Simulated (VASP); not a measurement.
# InSbN2 with LDA: from relaxation to properties, part 2 of 5

Aim: relax InSbN2, then compute properties on the relaxed cell. The cell is invented: it takes the structure of a Materials Project entry for InGaN2 (space group 156 there), with some of its atoms replaced by other elements, volume scaled by an estimate. It may not be a known or stable phase.

VASP 6.6.1; LDA; plane waves and PAW (Sb, In_d, N); invented cell.

Still holding for the runs below: The k-mesh is coarse for a metal.

So far. Step 2 (Rough relaxation of the start cell): It ends with a largest force of 0.032 eV/Å and a pressure of -0.08 GPa.

## 3. Full relaxation (LDA)

Properties are meant for the cell that this level of theory prefers, so cell and atoms are relaxed first (ISIF = 3) until forces and stress are small; EDIFFG sets the threshold.

INCAR reads:

```
SYSTEM = InSbN2
PREC = Accurate
ENCUT = 520
EDIFF = 1E-06
NELM = 100
ISMEAR = 0
SIGMA = 0.05
LREAL = .FALSE.
ALGO = Normal
GGA = CA
NBANDS = 20
LORBIT = 11
LWAVE = .FALSE.
LCHARG = .FALSE.
KPAR = 2
IBRION = 2
NSW = 60
ISIF = 3
EDIFFG = -0.01
```

POSCAR reads:

```
InSbN2
1.0
    3.8008984152      0.0000000000      0.0000000000
   -1.9004492076      3.2916735685      0.0000000000
    0.0000000000      0.0000000000      5.1649869676
Sb In N
1 1 2
Direct
    0.6666666700      0.3333333300      0.5298732512
    0.0000000000      0.0000000000      0.0146285305
    0.6666666700      0.3333333300      0.1184423622
    0.0000000000      0.0000000000      0.5786548561
```

KPOINTS reads:

```
Automatic mesh
0
Gamma
6 6 4
0 0 0
```

Potentials, in the order of the species: Sb, In_d and N (LDA family, release 64).

Started as:

```sh
mpirun -np 2 vasp_std
```

Log:

```text
[... set-up lines as in an earlier step ...]
 entering main loop
       N       E                     dE             d eps       ncg     rms          rms(c)
DAV:   1     0.237598850343E+03    0.23760E+03   -0.12696E+04   960   0.154E+03
DAV:   2     0.124669119919E+01   -0.23635E+03   -0.22596E+03  1108   0.380E+02
DAV:   3    -0.271658973878E+02   -0.28413E+02   -0.27518E+02  1176   0.126E+02
DAV:   4    -0.285542416443E+02   -0.13883E+01   -0.13740E+01  1164   0.286E+01
DAV:   5    -0.286078283358E+02   -0.53587E-01   -0.53504E-01  1352   0.559E+00    0.127E+01
DAV:   6    -0.247823224608E+02    0.38255E+01   -0.23657E+01  1436   0.475E+01    0.871E+00
DAV:   7    -0.246009291650E+02    0.18139E+00   -0.18709E+00  1092   0.124E+01    0.296E+00
DAV:   8    -0.245616008044E+02    0.39328E-01   -0.32719E-01  1252   0.413E+00    0.927E-01
DAV:   9    -0.245446097823E+02    0.16991E-01   -0.39012E-02  1492   0.235E+00    0.387E-01
DAV:  10    -0.245434929107E+02    0.11169E-02   -0.49415E-03  1180   0.558E-01    0.193E-01
DAV:  11    -0.245433466094E+02    0.14630E-03   -0.32232E-03  1284   0.486E-01    0.904E-02
DAV:  12    -0.245432903949E+02    0.56214E-04   -0.20873E-04  1276   0.137E-01    0.661E-02
DAV:  13    -0.245432672065E+02    0.23188E-04   -0.87696E-05  1300   0.936E-02    0.150E-02
DAV:  14    -0.245432652099E+02    0.19966E-05   -0.28754E-05  1368   0.428E-02    0.112E-02
DAV:  15    -0.245432651842E+02    0.25702E-07   -0.10824E-06   736   0.854E-03
   1 F= -.24543265E+02 E0= -.24542813E+02  d E =-.245433E+02
 curvature:   0.00 expect dE= 0.000E+00 dE for cont linesearch  0.000E+00
 trial: gam= 0.00000 g(F)=  0.149E-02 g(S)=  0.244E-03 ort = 0.000E+00 (trialstep = 0.100E+01)
 search vector abs. value=  0.173E-02
 bond charge predicted
       N       E                     dE             d eps       ncg     rms          rms(c)
DAV:   1    -0.245449238182E+02   -0.16586E-02   -0.15808E-01  1012   0.469E+00    0.263E-01
DAV:   2    -0.245441836431E+02    0.74018E-03   -0.64119E-03  1276   0.127E+00    0.823E-02
DAV:   3    -0.245440102427E+02    0.17340E-03   -0.58754E-04  1384   0.606E-01    0.359E-02
DAV:   4    -0.245439971416E+02    0.13101E-04   -0.15727E-04  1480   0.131E-01    0.278E-02
DAV:   5    -0.245439931601E+02    0.39815E-05   -0.81484E-06  1232   0.271E-02    0.133E-02
DAV:   6    -0.245439922311E+02    0.92895E-06   -0.11805E-06   648   0.232E-02
   2 F= -.24543992E+02 E0= -.24543541E+02  d E =-.727047E-03
[...]
3 F= -.24544009E+02 E0= -.24543558E+02  d E =-.744237E-03
[...]
4 F= -.24544350E+02 E0= -.24543899E+02  d E =-.340925E-03
[...]
5 F= -.24544376E+02 E0= -.24543924E+02  d E =-.366659E-03
[...]
6 F= -.24544558E+02 E0= -.24544107E+02  d E =-.182150E-03
[...]
7 F= -.24544602E+02 E0= -.24544150E+02  d E =-.225830E-03
[...]
8 F= -.24544647E+02 E0= -.24544195E+02  d E =-.450844E-04
 trial-energy change:   -0.000045  1 .order   -0.000045   -0.000123    0.000034
 step:   0.9722(harm=  0.9722)  dis= 0.00163  next Energy=   -24.544650 (dE=-0.485E-04)
 bond charge predicted
       N       E                     dE             d eps       ncg     rms          rms(c)
DAV:   1    -0.245446465820E+02    0.84085E-06   -0.23880E-03   984   0.379E-01    0.179E-02
DAV:   2    -0.245446510320E+02   -0.44500E-05   -0.75565E-05  1160   0.721E-02    0.524E-03
DAV:   3    -0.245446507143E+02    0.31773E-06   -0.39556E-06  1016   0.323E-02
   9 F= -.24544651E+02 E0= -.24544199E+02  d E =-.488035E-04
 curvature:  -0.83 expect dE=-0.369E-05 dE for cont linesearch -0.913E-07
 trial: gam= 0.03260 g(F)=  0.439E-05 g(S)=  0.724E-07 ort =-0.433E-05 (trialstep = 0.119E+01)
 search vector abs. value=  0.436E-05
 reached required accuracy - stopping structural energy minimisation
```

Wall time 86 s (2 MPI ranks of Intel Xeon Platinum 8375C at 2.90GHz (Ice Lake), shared host); peak memory 0.35 GiB; 2.8 min of CPU time.

From OUTCAR (step 3):

```text
  LATTYP: Found a hexagonal cell.
 ALAT       =     3.8008984152
 C/A-ratio  =     1.3588858221

The static configuration has the point symmetry C_3v.

 Found     24 irreducible k-points:

   k-points           NKPTS =     24   k-points in BZ     NKDIM =     24   number of bands    NBANDS=     20

   dimension x,y,z NGX =    28 NGY =   28 NGZ =   40
   dimension x,y,z NGXF=    56 NGYF=   56 NGZF=   80

   ENCUT  =  520.0 eV  38.22 Ry    6.18 a.u.   7.07  7.07  9.60*2*pi/ulx,y,z

   NELECT =      28.0000    total number of electrons

 E-fermi :   8.2333

 k-point     1 :       0.0000    0.0000    0.0000
  band No.  band energies     occupation
    ...
     11       3.7848      2.00000
     12       5.5657      2.00000
     13       5.6730      2.00000
     14       5.6730      2.00000
     15       6.9307      2.00000
     16      11.0834      0.00000
     17      11.0834      0.00000
     18      13.1015      0.00000
     19      14.6986      0.00000
     20      14.6986      0.00000

 k-point     2 :       0.1667    0.0000    0.0000
  band No.  band energies     occupation
    ...
     11       3.8084      2.00000
     12       5.3690      2.00000
     13       5.5079      2.00000
     14       6.0565      2.00000
     15       8.0497      2.00000
     16      10.4675      0.00000
     17      11.8227      0.00000
     18      12.8816      0.00000
     19      13.6551      0.00000
     20      14.9698      0.00000

  Total        0.0016696      0.0016696      0.0006566     -0.0000000      0.0000000     -0.0000000
  in kB        0.0413716      0.0413715      0.0162711     -0.0000000      0.0000000     -0.0000000
  external PRESSURE =       0.0330047 kB  Pullay stress =       0.0000000 kB

  energy-cutoff  :      520.00
  volume of cell :       64.66
      direct lattice vectors                 reciprocal lattice vectors
     3.792256544  0.000000000 -0.000000000     0.263695240  0.152244565  0.000000000
    -1.896128272  3.284189495  0.000000000    -0.000000000  0.304489129  0.000000000
    -0.000000000 -0.000000000  5.191464367     0.000000000 -0.000000000  0.192623878

 POSITION                                       TOTAL-FORCE (eV/Angst)
 -----------------------------------------------------------------------------------
      1.89613      1.09473      2.74122         0.000000      0.000000     -0.001387
     -0.00000     -0.00000      0.06877        -0.000000     -0.000000      0.003845
      1.89613      1.09473      0.62586         0.000000      0.000000     -0.007200
     -0.00000     -0.00000      3.00986        -0.000000     -0.000000      0.004742
 -----------------------------------------------------------------------------------
    total drift:                               -0.000014      0.000025     -0.000646

  FREE ENERGIE OF THE ION-ELECTRON SYSTEM (eV)
  ---------------------------------------------------
  free  energy   TOTEN  =       -24.5446507143 eV

  energy  without entropy=      -24.5437473063  energy(sigma->0) =      -24.54419901

 total charge
# of ion       s       p       d       tot
------------------------------------------
    1        1.249   1.044   0.114   2.407
    2        0.779   0.651   9.955  11.384
    3        1.256   2.317   0.000   3.573
    4        1.332   2.269   0.000   3.601
--------------------------------------------------
tot          4.616   6.280  10.069  20.965

[... 2 parts as in an earlier step ...]

[... 7 further parts left out ...]
```

CONTCAR:

```
InSbN2
   1.00000000000000
     3.7922565439317357    0.0000000000000000   -0.0000000000000000
    -1.8961282719658679    3.2841894953758555    0.0000000000000000
    -0.0000000000000000   -0.0000000000000000    5.1914643668242650
  Sb              In              N
     1     1     2
Direct
     0.6666666699999979    0.3333333300000021    0.5280245362572868
     0.0000000000000000    0.0000000000000000    0.0132476139506834
     0.6666666699999979    0.3333333300000021    0.1205562737764217
     0.0000000000000000    0.0000000000000000    0.5797705760156088
```

The steps of the relaxation:

| step | energy less that of the first step (eV) | largest force (eV/Å) | pressure (GPa) | volume (Å³) |
| --- | --- | --- | --- | --- |
| 1 | 0.0000 | 0.1384 | -0.17 | 64.62 |
| 2 | -0.0007 | 0.0283 | 0.27 | 64.46 |
| 3 | -0.0007 | 0.0206 | 0.21 | 64.48 |
| 4 | -0.0011 | 0.0409 | -0.01 | 64.62 |
| 5 | -0.0011 | 0.0491 | -0.09 | 64.68 |
| 6 | -0.0013 | 0.0309 | -0.02 | 64.65 |
| 7 | -0.0013 | 0.0205 | 0.04 | 64.63 |
| 8 | -0.0014 | 0.0109 | 0.02 | 64.66 |
| 9 | -0.0014 | 0.0072 | 0.00 | 64.66 |

| conventional cell, symmetrised | before | after | change |
| --- | --- | --- | --- |
| a (Å) | 3.801 | 3.792 | -0.2 % |
| b (Å) | 3.801 | 3.792 | -0.2 % |
| c (Å) | 5.165 | 5.191 | +0.5 % |
| volume (Å³/atom) | 16.16 | 16.16 | +0.1 % |

The atoms that moved most (Å, as changes of fractional coordinates times the final cell):

| atom | dx | dy | dz | length |
| --- | --- | --- | --- | --- |
| N3 | 0.000 | 0.000 | 0.011 | 0.011 |
| Sb1 | 0.000 | 0.000 | -0.010 | 0.010 |
| In2 | 0.000 | 0.000 | -0.007 | 0.007 |
| N4 | 0.000 | 0.000 | 0.006 | 0.006 |

Final coordinates:

```cif
data_structure
_symmetry_space_group_name_H-M 'P 1'
_symmetry_Int_Tables_number 1
_cell_length_a 3.7923
_cell_length_b 3.7923
_cell_length_c 5.1915
_cell_angle_alpha 90.000
_cell_angle_beta 90.000
_cell_angle_gamma 120.000
_cell_volume 64.66
loop_
_atom_site_label
_atom_site_type_symbol
_atom_site_fract_x
_atom_site_fract_y
_atom_site_fract_z
_atom_site_occupancy
Sb1 Sb 0.66667 0.33333 0.52802 1
In2 In 0.00000 0.00000 0.01325 1
N3 N 0.66667 0.33333 0.12056 1
N4 N 0.00000 0.00000 0.57977 1
```

Numbers from this step:

* irreducible k-points: 24
* free energy (TOTEN): -24.54 eV
* energy at zero smearing: -24.54 eV
* Fermi energy: 8.233 eV
* pressure: 0.003300 GPa
* SCF cycles over all ionic steps: 54

It ends with a largest force of 0.007 eV/Å and a pressure of 0.00 GPa.

## 4. Single point with fields (LDA)

A single point on the relaxed cell gives a clean self-consistent state, with density, ELF and potential written out.

INCAR, as its differences from that of step 3:

```diff
@@ -13,7 +13,5 @@
 LWAVE = .FALSE.
-LCHARG = .FALSE.
-KPAR = 2
-IBRION = 2
-NSW = 60
-ISIF = 3
-EDIFFG = -0.01
+LCHARG = .TRUE.
+ISIF = 2
+LELF = .TRUE.
+LVHAR = .TRUE.
```

POSCAR reads:

```
InSbN2
1.0
    3.7922565439      0.0000000000      0.0000000000
   -1.8961282720      3.2841894954      0.0000000000
    0.0000000000      0.0000000000      5.1914643668
Sb In N
1 1 2
Direct
    0.6666666700      0.3333333300      0.5280245363
    0.0000000000      0.0000000000      0.0132476140
    0.6666666700      0.3333333300      0.1205562738
    0.0000000000      0.0000000000      0.5797705760
```

KPOINTS is that of step 3.

Started as:

```sh
mpirun -np 2 vasp_std
```

Log:

```text
[banner, memory and clock lines left out]
running    2 mpi-ranks, on    1 nodes
 distrk:  each k-point on    2 cores,    1 groups
 distr:  one band on    1 cores,    2 groups

 POSCAR found type information on POSCAR SbInN
 POSCAR found :  3 types and       4 ions
 LDA part: xc-table for (Slater(with rela. corr.)+CA(PZ))
 , standard interpolation
 POSCAR, INCAR and KPOINTS ok, starting setup
 FFT: planning ... GRIDC
 FFT: planning ... GRID_SOFT
 FFT: planning ... GRID
 WAVECAR not read
 entering main loop
       N       E                     dE             d eps       ncg     rms          rms(c)
DAV:   1     0.244802227137E+03    0.24480E+03   -0.12868E+04   960   0.156E+03
DAV:   2     0.254224758770E+01   -0.24226E+03   -0.23170E+03  1068   0.382E+02
DAV:   3    -0.271368379452E+02   -0.29679E+02   -0.28526E+02  1208   0.130E+02
DAV:   4    -0.285726697397E+02   -0.14358E+01   -0.14152E+01  1180   0.280E+01
DAV:   5    -0.286170878095E+02   -0.44418E-01   -0.44385E-01  1344   0.539E+00    0.128E+01
DAV:   6    -0.247805218067E+02    0.38366E+01   -0.23653E+01  1444   0.474E+01    0.870E+00
DAV:   7    -0.246022049565E+02    0.17832E+00   -0.18531E+00  1092   0.123E+01    0.296E+00
DAV:   8    -0.245628748612E+02    0.39330E-01   -0.32709E-01  1232   0.410E+00    0.924E-01
DAV:   9    -0.245459074196E+02    0.16967E-01   -0.38814E-02  1496   0.236E+00    0.379E-01
DAV:  10    -0.245448522958E+02    0.10551E-02   -0.48050E-03  1168   0.551E-01    0.191E-01
DAV:  11    -0.245447203241E+02    0.13197E-03   -0.31158E-03  1264   0.476E-01    0.909E-02
DAV:  12    -0.245446591380E+02    0.61186E-04   -0.21334E-04  1268   0.142E-01    0.635E-02
DAV:  13    -0.245446381652E+02    0.20973E-04   -0.87563E-05  1276   0.916E-02    0.129E-02
DAV:  14    -0.245446368601E+02    0.13051E-05   -0.24404E-05  1356   0.382E-02    0.103E-02
DAV:  15    -0.245446367842E+02    0.75881E-07   -0.92136E-07   692   0.851E-03
   1 F= -.24544637E+02 E0= -.24544185E+02  d E =-.903408E-03
```

It took 28 s on 2 MPI ranks; peak memory 0.29 GiB; 54 s of CPU time.

OUTCAR, selected parts (step 4):

```text
  LATTYP: Found a hexagonal cell.
 ALAT       =     3.7922565439
 C/A-ratio  =     1.3689644429

The static configuration has the point symmetry C_3v.

 Found     24 irreducible k-points:

   ENCUT  =  520.0 eV  38.22 Ry    6.18 a.u.   7.05  7.05  9.65*2*pi/ulx,y,z

   NELECT =      28.0000    total number of electrons

 E-fermi :   8.2333

 k-point     1 :       0.0000    0.0000    0.0000
  band No.  band energies     occupation
    ...
     11       3.7850      2.00000
     12       5.5658      2.00000
     13       5.6733      2.00000
     14       5.6733      2.00000
     15       6.9308      2.00000
     16      11.0832      0.00000
     17      11.0832      0.00000
     18      13.1016      0.00000
     19      14.6988      0.00000
     20      14.6988      0.00000

 k-point     2 :       0.1667    0.0000    0.0000
  band No.  band energies     occupation
    ...
     11       3.8085      2.00000
     12       5.3692      2.00000
     13       5.5082      2.00000
     14       6.0566      2.00000
     15       8.0499      2.00000
     16      10.4674      0.00000
     17      11.8226      0.00000
     18      12.8817      0.00000
     19      13.6552      0.00000
     20      14.9701      0.00000

  Total        0.0050506      0.0050506     -0.0009644     -0.0000000      0.0000000     -0.0000000
  in kB        0.1251513      0.1251512     -0.0238984     -0.0000000      0.0000000     -0.0000000
  external PRESSURE =       0.0754680 kB  Pullay stress =       0.0000000 kB

  energy-cutoff  :      520.00
  volume of cell :       64.66
      direct lattice vectors                 reciprocal lattice vectors
     3.792256544  0.000000000  0.000000000     0.263695240  0.152244565  0.000000000
    -1.896128272  3.284189495  0.000000000     0.000000000  0.304489129  0.000000000
     0.000000000  0.000000000  5.191464367     0.000000000  0.000000000  0.192623878

 POSITION                                       TOTAL-FORCE (eV/Angst)
 -----------------------------------------------------------------------------------
      1.89613      1.09473      2.74122        -0.000000     -0.000000     -0.001898
      0.00000      0.00000      0.06877        -0.000000      0.000000      0.003762
      1.89613      1.09473      0.62586         0.000000      0.000000     -0.006422
      0.00000      0.00000      3.00986         0.000000      0.000000      0.004559
 -----------------------------------------------------------------------------------
    total drift:                               -0.000014      0.000025      0.000516

  FREE ENERGIE OF THE ION-ELECTRON SYSTEM (eV)
  ---------------------------------------------------
  free  energy   TOTEN  =       -24.5446367842 eV

  energy  without entropy=      -24.5437333762  energy(sigma->0) =      -24.54418508

 total charge
# of ion       s       p       d       tot
------------------------------------------
    1        1.249   1.044   0.114   2.407
    2        0.779   0.651   9.955  11.384
    3        1.256   2.317   0.000   3.572
    4        1.332   2.269   0.000   3.601
--------------------------------------------------
tot          4.616   6.280  10.069  20.965

[... 4 parts as in an earlier step ...]

[... 6 further parts left out ...]
```

Numbers from this step:

```yaml
scf_cycles: 15
pressure: 0.007547 GPa
```

Valence electrons inside each PAW sphere by angular momentum. Sphere charges, by row:

| atom | s (e) | p (e) | d (e) | tot (e) |
| --- | --- | --- | --- | --- |
| Sb1 | 1.249 | 1.044 | 0.114 | 2.407 |
| In2 | 0.779 | 0.651 | 9.955 | 11.38 |
| N3 | 1.256 | 2.317 | 0 | 3.572 |
| N4 | 1.332 | 2.269 | 0 | 3.601 |

Electrostatic potential energy in the ac plane at fractional y = 0.000, with atoms of In and N within 0.2 Å of it. With pseudopotentials it is smooth inside the atoms' cores, unlike the true potential.

Ten even steps from '0' (-84 eV) to '9' (2 eV), each cell a mean:
```
00369999998520
23589999999742
56899999999976
99999999999999
99999999999999
67999999999997
44799999999964
54699999999854
44799988999964
57999998999986
99999999999999
99999999999999
99999999999999
99999999999999
88999999999998
56799999999875
12479999999631
00269999998510
00168999998410
```
Columns run along a (3.8 Å; values clipped at the 3rd and 97th percentile), rows up along c (5.2 Å). Atoms in or near the plane, at fractional coordinates: In at (0.00, 0.01), N at (0.00, 0.58).

ELF in the ac plane at fractional y = 0.000, with atoms of In and N within 0.2 Å of it. It is the smooth field of the valence electrons, not physical close to the nuclei.

Values, 19 rows by 14 columns, each cell a mean:
```
0.02 0.05 0.16 0.28 0.21 0.18 0.20 0.21 0.19 0.18 0.23 0.27 0.13 0.03
0.12 0.17 0.26 0.26 0.17 0.13 0.11 0.11 0.12 0.14 0.19 0.28 0.24 0.15
0.29 0.28 0.26 0.19 0.13 0.10 0.08 0.08 0.08 0.11 0.14 0.21 0.27 0.29
0.35 0.32 0.26 0.19 0.13 0.11 0.13 0.14 0.12 0.11 0.14 0.21 0.27 0.33
0.68 0.64 0.51 0.30 0.18 0.17 0.26 0.30 0.23 0.16 0.19 0.37 0.55 0.65
0.83 0.82 0.73 0.46 0.27 0.28 0.44 0.51 0.39 0.26 0.29 0.55 0.76 0.82
0.57 0.72 0.79 0.59 0.36 0.38 0.57 0.65 0.51 0.35 0.39 0.68 0.79 0.68
0.24 0.56 0.79 0.66 0.44 0.44 0.63 0.70 0.58 0.41 0.47 0.73 0.77 0.48
0.50 0.70 0.81 0.66 0.46 0.48 0.65 0.71 0.60 0.45 0.49 0.74 0.81 0.65
0.79 0.82 0.78 0.57 0.41 0.45 0.60 0.66 0.56 0.42 0.43 0.65 0.80 0.81
0.79 0.75 0.63 0.41 0.30 0.36 0.48 0.53 0.45 0.33 0.31 0.48 0.67 0.76
0.48 0.43 0.31 0.19 0.16 0.21 0.29 0.31 0.27 0.19 0.16 0.22 0.34 0.45
0.18 0.16 0.12 0.09 0.10 0.14 0.19 0.21 0.18 0.13 0.09 0.10 0.13 0.17
0.13 0.12 0.11 0.10 0.11 0.16 0.22 0.23 0.20 0.15 0.11 0.10 0.11 0.12
0.26 0.23 0.19 0.15 0.18 0.26 0.34 0.36 0.32 0.24 0.17 0.16 0.20 0.24
0.27 0.28 0.27 0.20 0.22 0.34 0.44 0.47 0.42 0.31 0.20 0.22 0.28 0.28
0.08 0.12 0.23 0.26 0.23 0.36 0.49 0.52 0.46 0.31 0.22 0.27 0.20 0.11
0.02 0.03 0.14 0.28 0.23 0.31 0.45 0.49 0.42 0.27 0.25 0.26 0.10 0.02
0.06 0.02 0.11 0.28 0.23 0.25 0.35 0.38 0.32 0.23 0.25 0.24 0.07 0.02
```
Columns run along a (3.8 Å), rows up along c (5.2 Å). Atoms in or near the plane, at fractional coordinates: In at (0.00, 0.01), N at (0.00, 0.58).

Valence density in the ac plane at fractional y = 0.000, with atoms of In and N within 0.2 Å of it. It is the smooth field of the valence electrons, not physical close to the nuclei.

Values in e/Å³, 19 rows by 14 columns, each cell a mean:
```
 8  6  3  1  0  0  0  0  0  0  0  1  4  7
 4  3  1  0  0  0  0  0  0  0  0  1  2  3
 1  1  0  0  0  0  0  0  0  0  0  0  1  1
 1  0  0  0  0  0  0  0  0  0  0  0  0  0
 1  1  0  0  0  0  0  0  0  0  0  0  0  1
 2  1  1  0  0  0  0  0  0  0  0  0  1  2
 3  3  1  1  0  0  0  0  0  0  0  1  2  3
 4  3  2  1  0  0  0  0  0  0  0  1  2  3
 3  3  2  1  0  0  0  0  0  0  0  1  2  3
 2  2  1  0  0  0  0  0  0  0  0  1  1  2
 1  1  0  0  0  0  0  0  0  0  0  0  0  1
 0  0  0  0  0  0  0  0  0  0  0  0  0  0
 0  0  0  0  0  0  0  0  0  0  0  0  0  0
 0  0  0  0  0  0  0  0  0  0  0  0  0  0
 0  0  0  0  0  0  0  0  0  0  0  0  0  0
 1  1  1  0  0  0  0  0  0  0  0  0  1  1
 5  4  2  1  0  0  0  0  0  0  0  1  2  4
 9  7  3  1  0  0  0  0  0  0  0  1  4  8
11  8  4  1  0  0  0  0  0  0  0  2  5  9
```
Columns run along a (3.8 Å), rows up along c (5.2 Å). Atoms in or near the plane, at fractional coordinates: In at (0.00, 0.01), N at (0.00, 0.58).

In this run the pressure is 0.01 GPa, small enough to go on.

(Part 2 of 5 ends here.)

[Lines on the potential files, build, host, timing and source positions are cut from VASP's logs without a mark.]

[Logs are printed without paths, hosts, clocks, repeated set-up lines and the standing remarks that a program may print on its own settings, such as how far it seeks lower states.]

[Hosts, paths, dates, database ids (printed as entryN), source tags and the programs' standing remarks are cut or masked in the printed files.]

[A measured line is paired with the nearest computed mode of its activity, which favours agreement.]
